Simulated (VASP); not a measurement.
These are PBE GGA, VASP's PBE PAW potentials (set 64) (plane waves; VASP) values and carry that method's errors.

VASP ran on this input.

POSCAR:
```
Fe
1
   -1.3942991585     1.3942991585     1.3942991585
    1.3942991585    -1.3942991585     1.3942991585
    1.3942991585     1.3942991585    -1.3942991585
Fe
1
Direct
  0.0000000000   0.0000000000   0.0000000000
```

### INCAR
```
ALGO = Normal
EDIFF = 1E-7
ENCUT = 480
GGA = PE
ISIF = 2
ISMEAR = 1
ISPIN = 2
LASPH = .TRUE.
LCHARG = .FALSE.
LMAXMIX = 4
LORBIT = 10
LREAL = .FALSE.
LWAVE = .FALSE.
MAGMOM = 2.2
NELM = 100
PREC = Accurate
SIGMA = 0.1
SYSTEM = Fe
```

File KPOINTS:
```
Automatic
0
G
  16 16 16
```

POTCAR, in this order: Fe (PBE.64 set). Program: vasp_std.

Output

**OUTCAR**
```
 ion  position               nearest neighbor table
   1  0.000  0.000  0.000-
  LATTYP: Found a body centered cubic cell.
 ALAT       =     2.7885983170
 Subroutine PRICEL returns:
 Original cell was already a primitive cell.
 Subroutine GETGRP returns: Found 48 space group operations
The static configuration has the point symmetry O_h .
The dynamic configuration has the point symmetry O_h .
The overall configuration has the point symmetry O_h .
 Subroutine INISYM returns: Found 48 space group operations
 Subroutine IBZKPT returns following result:
 Found    145 irreducible k-points:

 Following reciprocal coordinates:
            Coordinates               Weight
  0.000000  0.000000  0.000000      1.000000
  0.062500  0.000000  0.000000     12.000000
  0.125000  0.000000  0.000000     12.000000
  0.187500  0.000000  0.000000     12.000000
  0.250000  0.000000  0.000000     12.000000
  0.312500  0.000000  0.000000     12.000000
  0.375000  0.000000  0.000000     12.000000
  0.437500  0.000000  0.000000     12.000000
  0.500000  0.000000  0.000000      6.000000
  0.062500  0.062500  0.000000     24.000000
  0.125000  0.062500  0.000000     48.000000
  0.187500  0.062500  0.000000     48.000000
  0.250000  0.062500  0.000000     48.000000
  0.312500  0.062500  0.000000     48.000000
  0.375000  0.062500  0.000000     48.000000
  0.437500  0.062500  0.000000     48.000000
  0.125000  0.125000  0.000000     24.000000
  0.187500  0.125000  0.000000     48.000000
  0.250000  0.125000  0.000000     48.000000
  0.312500  0.125000  0.000000     48.000000
  0.375000  0.125000  0.000000     48.000000
  0.437500  0.125000  0.000000     24.000000
  0.187500  0.187500  0.000000     24.000000
  0.250000  0.187500  0.000000     48.000000
  0.312500  0.187500  0.000000     48.000000
  0.375000  0.187500  0.000000     48.000000
  0.250000  0.250000  0.000000     24.000000
  0.312500  0.250000  0.000000     48.000000
  0.375000  0.250000  0.000000     24.000000
  0.312500  0.312500  0.000000     24.000000
  0.062500  0.062500  0.062500      8.000000
  0.125000  0.062500  0.062500     24.000000
  0.187500  0.062500  0.062500     24.000000
  0.250000  0.062500  0.062500     24.000000
  0.312500  0.062500  0.062500     24.000000
  0.375000  0.062500  0.062500     24.000000
  0.437500  0.062500  0.062500     12.000000
 -0.062500  0.062500  0.062500      6.000000
  0.125000  0.125000  0.062500     24.000000
  0.187500  0.125000  0.062500     48.000000
   k-points           NKPTS =    145   k-points in BZ     NKDIM =    145   number of bands    NBANDS=      9
   number of dos      NEDOS =    301   number of ions     NIONS =      1
   total plane-waves  NPLWV =   5832
   dimension x,y,z NGX =    18 NGY =   18 NGZ =   18
   dimension x,y,z NGXF=    36 NGYF=   36 NGZF=   36
   ions per type =               1
   PREC   = accura    normal or accurate (medium, high low for compatibility)
   ISTART =      0    job   : 0-new  1-cont  2-samecut
   ICHARG =      2    charge: 1-file 2-atom 10-const
   ISPIN  =      2    spin polarized calculation?
   LNONCOLLINEAR =      F non collinear calculations
   LSORBIT =      F    spin-orbit coupling
   INIWAV =      1    electr: 0-lowe 1-rand  2-diag
   ENCUT  =  480.0 eV  35.28 Ry    5.94 a.u.   4.31  4.31  4.31*2*pi/ulx,y,z
   NELM   =    100;   NELMIN=  2; NELMDL= -5     # of ELM steps
   EDIFF  = 0.1E-06   stopping-criterion for ELM
   LREAL  =      F    real-space projection
   NLSPLINE    = F    spline interpolate recip. space projectors
   LMAXMIX     =    4 max onsite mixed and CHGCAR
...
```

**OSZICAR**
```
       N       E                     dE             d eps       ncg     rms          rms(c)
DAV:   1     0.147510475869E+02    0.14751E+02   -0.39745E+03  5532   0.103E+03
DAV:   2    -0.895900754089E+01   -0.23710E+02   -0.22422E+02  5275   0.127E+02
DAV:   3    -0.925154934083E+01   -0.29254E+00   -0.29168E+00  5939   0.195E+01
DAV:   4    -0.925286887686E+01   -0.13195E-02   -0.13194E-02  5734   0.120E+00
DAV:   5    -0.925288043246E+01   -0.11556E-04   -0.11555E-04  5614   0.998E-02    0.119E+01
DAV:   6    -0.829210300949E+01    0.96078E+00   -0.12027E+01  5520   0.564E+01    0.502E+00
DAV:   7    -0.824109624746E+01    0.51007E-01   -0.61315E-01  5505   0.124E+01    0.317E+00
DAV:   8    -0.823343229637E+01    0.76640E-02   -0.64445E-03  6460   0.672E-01    0.148E+00
DAV:   9    -0.822598824774E+01    0.74440E-02   -0.63372E-03  6609   0.624E-01    0.331E-01
DAV:  10    -0.822611040213E+01   -0.12215E-03   -0.95317E-04  6038   0.347E-01    0.112E-01
DAV:  11    -0.822609333115E+01    0.17071E-04   -0.10104E-04  5519   0.144E-01    0.322E-02
DAV:  12    -0.822609242450E+01    0.90665E-06   -0.28679E-06  5465   0.288E-02    0.956E-03
DAV:  13    -0.822609276963E+01   -0.34513E-06   -0.11934E-06  5345   0.113E-02    0.587E-03
DAV:  14    -0.822609266426E+01    0.10537E-06   -0.14277E-07  2775   0.508E-03    0.614E-04
DAV:  15    -0.822609268749E+01   -0.23229E-07   -0.61421E-09  2630   0.114E-03
   1 F= -.82260927E+01 E0= -.82259945E+01  d E =-.294637E-03  mag=     2.0943
```

### OUTCAR
```
------------------------ aborting loop because EDIFF is reached ----------------------------------------
  FORCE on cell =-STRESS in cart. coord.  units (eV):
  Direction    XX          YY          ZZ          XY          YZ          ZX
  --------------------------------------------------------------------------------------
  Total        0.6185381      0.6185381      0.6185381      0.0000000      0.0000000      0.0000000
  in kB       91.4006255     91.4006255     91.4006255      0.0000000      0.0000000      0.0000000
  external PRESSURE =      91.4006255 kB  Pullay stress =       0.0000000 kB
  volume of cell :       10.84
      direct lattice vectors                 reciprocal lattice vectors
    -1.394299158  1.394299158  1.394299158     0.000000000  0.358603100  0.358603100
     1.394299158 -1.394299158  1.394299158     0.358603100  0.000000000  0.358603100
     1.394299158  1.394299158 -1.394299158     0.358603100  0.358603100  0.000000000
 POSITION                                       TOTAL-FORCE (eV/Angst)
 -----------------------------------------------------------------------------------
      0.00000      0.00000      0.00000        -0.000000      0.000000     -0.000000
 -----------------------------------------------------------------------------------
    total drift:                                0.000000     -0.000000      0.000000
  FREE ENERGIE OF THE ION-ELECTRON SYSTEM (eV)
  ---------------------------------------------------
  free  energy   TOTEN  =        -8.2260926875 eV

  energy  without entropy=       -8.2257980509  energy(sigma->0) =       -8.22599448

 total charge

# of ion       s       p       d       tot
------------------------------------------
    1        0.508   0.584   6.278   7.370

 magnetization (x)

# of ion       s       p       d       tot
------------------------------------------
    1       -0.013  -0.052   2.147   2.082
```
(Selected blocks of OUTCAR.)

The compound is Fe in the bcc structure. This cell was strained or had an atom moved on purpose.
